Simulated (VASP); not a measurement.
Calculation: r2SCAN meta-GGA, VASP's PBE PAW potentials (set 64) (plane waves; VASP).

VASP input:

**INCAR**
```
! general
SYSTEM   =  GeMo
PREC     =  Accurate
ENCUT    =  400
LREAL    =  F
LASPH    =  T   ! aspherical one-centre terms

! electronic loop
EDIFF    =  1E-6   ! SCF stop (eV)
NELM     =  100   ! most electronic steps
ALGO     =  Normal
LMAXMIX  =  4   ! l cut-off of mixed one-centre charges
LMIXTAU  =  T

! smearing
ISMEAR   =  1
SIGMA    =  0.1

! functional
METAGGA  =  R2SCAN

! ions
IBRION   =  2   ! conjugate gradients
NSW      =  60   ! most ionic steps
ISIF     =  3   ! ions, shape and volume
EDIFFG   =  -0.01

! output
LWAVE    =  F
LCHARG   =  F
```

### POSCAR
```
GeMo
1
    0.0000000000     2.7969280000     2.7969280000
    2.7969280000     0.0000000000     2.7969280000
    2.7969280000     2.7969280000     0.0000000000
Ge Mo
1 1
Direct
  0.0000000000   0.0000000000   0.0000000000
  0.5000000000   0.5000000000   0.5000000000
```

KPOINTS:
```
Automatic mesh
0
Gamma
10 10 10
0 0 0
```

POTCAR, in this order: Ge_d Mo_sv (PBE.64 set). Program: vasp_std.

Energy and stress use the plane-wave basis of the starting cell.

Problem. What does the run give for the energy per atom (σ→0), volume per atom, band gap (on the k-mesh)?

Solution. 
| Item | Value |
|---|---|
| energy per atom (σ→0) | -19.497 eV/atom |
| band gap (on the k-mesh) | none (metal, semimetal or under 0.01 eV) |
| volume per atom | 16.72 Å^3/atom |

File OSZICAR:
```
...
DAV:   2    -0.389970678778E+02    0.10013E-01   -0.37415E-02  1760   0.188E+00    0.236E-01
DAV:   3    -0.389961299752E+02    0.93790E-03   -0.18425E-03  2114   0.668E-01    0.128E-01
DAV:   4    -0.389956845883E+02    0.44539E-03   -0.84655E-04  1910   0.437E-01    0.441E-02
DAV:   5    -0.389955781597E+02    0.10643E-03   -0.31034E-04  1880   0.232E-01    0.246E-02
DAV:   6    -0.389956594367E+02   -0.81277E-04   -0.22040E-04  1712   0.117E-01    0.832E-03
DAV:   7    -0.389956906532E+02   -0.31216E-04   -0.25086E-05  1708   0.396E-02    0.519E-03
DAV:   8    -0.389956900817E+02    0.57152E-06   -0.92435E-07   978   0.997E-03
   5 F= -.38995690E+02 E0= -.38994200E+02  d E =-.103919E+01
```

The structure was generated: GeMo was put into the rocksalt type (Fm-3m), which need not be its known phase. This run relaxes it. Symmetry was kept, so distortions that lower it aren't found.
